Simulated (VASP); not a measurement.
Output of a VASP run:

File OSZICAR:
```
       N       E                     dE             d eps       ncg     rms          rms(c)
DAV:   1     0.118247486163E+03    0.11825E+03   -0.11282E+04  5888   0.136E+03
DAV:   2    -0.231669708613E+02   -0.14141E+03   -0.13966E+03  7308   0.334E+02
DAV:   3    -0.260331548621E+02   -0.28662E+01   -0.28181E+01  7798   0.430E+01
DAV:   4    -0.260468143883E+02   -0.13660E-01   -0.13654E-01  6811   0.348E+00
DAV:   5    -0.260469282306E+02   -0.11384E-03   -0.11384E-03  7903   0.295E-01    0.232E+01
DAV:   6    -0.252503557838E+02    0.79657E+00   -0.72398E+00  6895   0.187E+01    0.509E+00
DAV:   7    -0.251212146584E+02    0.12914E+00   -0.10667E+00  6609   0.664E+00    0.478E+00
DAV:   8    -0.250801693901E+02    0.41045E-01   -0.12947E-01  7007   0.295E+00    0.454E-01
DAV:   9    -0.250791536783E+02    0.10157E-02   -0.23565E-03  7224   0.426E-01    0.242E-01
DAV:  10    -0.250790575948E+02    0.96083E-04   -0.67820E-04  7042   0.249E-01    0.621E-02
DAV:  11    -0.250790451001E+02    0.12495E-04   -0.24469E-04  7021   0.125E-01    0.391E-02
DAV:  12    -0.250790399022E+02    0.51979E-05   -0.30049E-05  6706   0.407E-02    0.772E-03
DAV:  13    -0.250790396073E+02    0.29490E-06   -0.73695E-07  3878   0.677E-03
   1 F= -.25079040E+02 E0= -.25078997E+02  d E =-.250790E+02
       N       E                     dE             d eps       ncg     rms          rms(c)
DAV:   1    -0.250828440005E+02   -0.38041E-02   -0.91031E-02  6538   0.338E+00    0.776E-01
DAV:   2    -0.250795641172E+02    0.32799E-02   -0.32558E-02  6510   0.141E+00    0.182E-01
DAV:   3    -0.250790020309E+02    0.56209E-03   -0.28912E-03  6385   0.321E-01    0.578E-02
DAV:   4    -0.250789412153E+02    0.60816E-04   -0.24413E-04  6762   0.152E-01    0.415E-02
DAV:   5    -0.250789406670E+02    0.54834E-06   -0.16943E-05  7541   0.388E-02    0.253E-02
DAV:   6    -0.250789387472E+02    0.19198E-05   -0.72283E-06  6678   0.148E-02    0.195E-03
DAV:   7    -0.250789386108E+02    0.13639E-06   -0.20207E-07  3122   0.316E-03
   2 F= -.25078939E+02 E0= -.25078896E+02  d E =0.100997E-03
       N       E                     dE             d eps       ncg     rms          rms(c)
DAV:   1    -0.250805946737E+02   -0.16559E-02   -0.34940E-02  6601   0.209E+00    0.487E-01
DAV:   2    -0.250793303200E+02    0.12644E-02   -0.12304E-02  6496   0.870E-01    0.114E-01
DAV:   3    -0.250791211206E+02    0.20920E-03   -0.10788E-03  6364   0.196E-01    0.363E-02
DAV:   4    -0.250791001379E+02    0.20983E-04   -0.94323E-05  6734   0.946E-02    0.267E-02
DAV:   5    -0.250791026775E+02   -0.25395E-05   -0.62856E-06  7427   0.237E-02    0.158E-02
DAV:   6    -0.250791036000E+02   -0.92256E-06   -0.26723E-06  4624   0.900E-03
   3 F= -.25079104E+02 E0= -.25079061E+02  d E =-.639927E-04
```

File OUTCAR:
```
------------------------ aborting loop because EDIFF is reached ----------------------------------------
  FORCE on cell =-STRESS in cart. coord.  units (eV):
  Direction    XX          YY          ZZ          XY          YZ          ZX
  --------------------------------------------------------------------------------------
  Total        0.0059601      0.0059601     -0.0202167      0.0000000     -0.0000000      0.0000000
  in kB        0.2395247      0.2395247     -0.8124635      0.0000000     -0.0000000      0.0000000
  external PRESSURE =      -0.1111380 kB  Pullay stress =       0.0000000 kB
  volume of cell :       39.87
      direct lattice vectors                 reciprocal lattice vectors
    -1.595962564  1.595962564  3.913013422     0.000000000  0.313290557  0.127778759
     1.595962564 -1.595962564  3.913013422     0.313290557  0.000000000  0.127778759
     1.595962564  1.595962564 -3.913013422     0.313290557  0.313290557  0.000000000
 POSITION                                       TOTAL-FORCE (eV/Angst)
 -----------------------------------------------------------------------------------
      0.00000      0.00000      5.20393        -0.000000     -0.000000     -0.001478
      0.00000      0.00000      2.62210         0.000000      0.000000      0.001478
      0.00000      0.00000      0.00000        -0.000000     -0.000000     -0.000000
 -----------------------------------------------------------------------------------
    total drift:                                0.000000      0.000000      0.000000
  FREE ENERGIE OF THE ION-ELECTRON SYSTEM (eV)
  ---------------------------------------------------
  free  energy   TOTEN  =       -25.0791036000 eV

  energy  without entropy=      -25.0789755749  energy(sigma->0) =      -25.07906092

 reached required accuracy - stopping structural energy minimisation
```
(Selected blocks of OUTCAR.)

POSCAR:
```
MoSi2
1
   -1.5950248974     1.5950248974     3.9117449608
    1.5950248974    -1.5950248974     3.9117449608
    1.5950248974     1.5950248974    -3.9117449608
Si Mo
2 1
Direct
  0.6649451917   0.6649451917   0.0000000000
  0.3350548083   0.3350548083   0.0000000000
  0.0000000000   0.0000000000   0.0000000000
```

Task: Write an INCAR and KPOINTS that could have produced this output.

Result: Several could match; the one computed here: the input of the run itself, PBEsol GGA, plane waves, VASP's PBE PAW potentials (set 64).

File KPOINTS:
```
Automatic mesh
0
Gamma
13 13 13
0 0 0
```

**INCAR**
```
SYSTEM = MoSi2
PREC = Accurate; ENCUT = 500; LREAL = .FALSE.
LASPH = .TRUE.
EDIFF = 1E-6; NELM = 100; ALGO = Normal
LMAXMIX = 4
ISMEAR = 1; SIGMA = 0.1
GGA = PS
IBRION = 2; NSW = 40; ISIF = 3
EDIFFG = -0.02
LWAVE = .FALSE.; LCHARG = .FALSE.
```

POTCAR, in this order: Si Mo_sv (PBE.64 set). Program: vasp_std.

The compound is MoSi2 in the MoSi2 type structure. This run relaxes it. Symmetry was kept, so distortions that lower it aren't found.
